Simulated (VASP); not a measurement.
```xyz
2
Lattice="2.9376 0.0000 0.0000 0.0000 2.9376 0.0000 0.0000 0.0000 2.9376" Properties=species:S:1:pos:R:3 pbc="T T T"
Cr     0.0000     0.0000     0.0000
Cr     1.4688     1.4688     1.4688
```
Starting moments (μB, in the order of the record's atoms Cr Cr): 1.5 -1.5.

The base run (VASP): PBE GGA, plane waves, VASP's PBE PAW potentials (set 64). Numerical set-up: 400 eV cut-off, 11×11×11 Γ-centred mesh, first-order Methfessel-Paxton smearing of 0.10 eV, potentials Cr_pv.

One setting is varied; ΔE counts from the base run. The base run took about 20 core-seconds. Costs are core time on shared hosts, one run each; read them as rough ratios.

```
setting       cost over the base run  electronic steps  ΔE (meV/atom)
------------  ----------------------  ----------------  -------------
EDIFF = 1E-2    within a factor of 2                 8            9.2
EDIFF = 1E-3    within a factor of 2                12            0.0
EDIFF = 1E-5    within a factor of 2                15            0.0
EDIFF = 1E-4    within a factor of 2                13            0.0
base run                   reference                16            0.0
EDIFF = 1E-8    within a factor of 2                19            0.0
```

Left out are runs that failed, have no time on record or changed the cell.

The compound is Cr in the bcc, AFM order structure. The cell was not relaxed at this level.
